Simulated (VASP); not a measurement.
Given:

```
NiSi2
1.0
    0.00000     2.65272     2.65272
    2.65272     0.00000     2.65272
    2.65272     2.65272     0.00000
Si Ni
2 1
Direct
  0.25000   0.25000   0.25000
  0.75000   0.75000   0.75000
  0.00000   0.00000   0.00000
```

Calculation: LDA (Ceperley-Alder, Perdew-Zunger), VASP's LDA PAW potentials (set 64) (plane waves; VASP). Settings: 500 eV cut-off, 10×10×10 Γ-centred mesh, first-order Methfessel-Paxton smearing of 0.10 eV, potentials Si Ni.

Question: Predict the energy per atom (σ→0), pressure, band gap (on the k-mesh) with the smallest direct gap where there is one.

Answer: 
- band gap (on the k-mesh): none (metal, semimetal or under 0.01 eV)
- energy per atom (σ→0): -6.628 eV/atom
- pressure: 48.9 kbar

Only differences to runs with the same potentials and settings are physical.

The compound is NiSi2 in the fluorite structure. It was relaxed first under an external pressure of 5 GPa. The run is not spin-polarised, so no magnetic state was tried.
